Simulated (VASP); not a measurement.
```xyz
2
Lattice="4.2900 0.0000 0.0000 0.0000 4.2900 0.0000 0.0000 0.0000 4.2900" Properties=species:S:1:pos:R:3 pbc="T T T"
Cs     0.0000     0.0000     0.0000
Br     2.1450     2.1450     2.1450
```

Level of theory: PBE GGA, VASP's PBE PAW potentials (set 64) (plane waves; VASP). Numerical set-up: 300 eV cut-off, 8×8×8 Γ-centred mesh, Fermi-Dirac smearing of 0.010 eV, potentials Cs_sv Br.

At this cut-off the stress carries a Pulay error, which pulls relaxed volumes low.

Question: Give the stress tensor in GPa (positive for a compressed cell).

Answer: 
```
1.02  0.00  0.00
0.00  1.02  0.00
0.00  0.00  1.02
```
The pressure is its mean diagonal, 1.02 GPa.

The structure is a typed CsBr crystal (Pm-3m). The cell was not relaxed at this level.
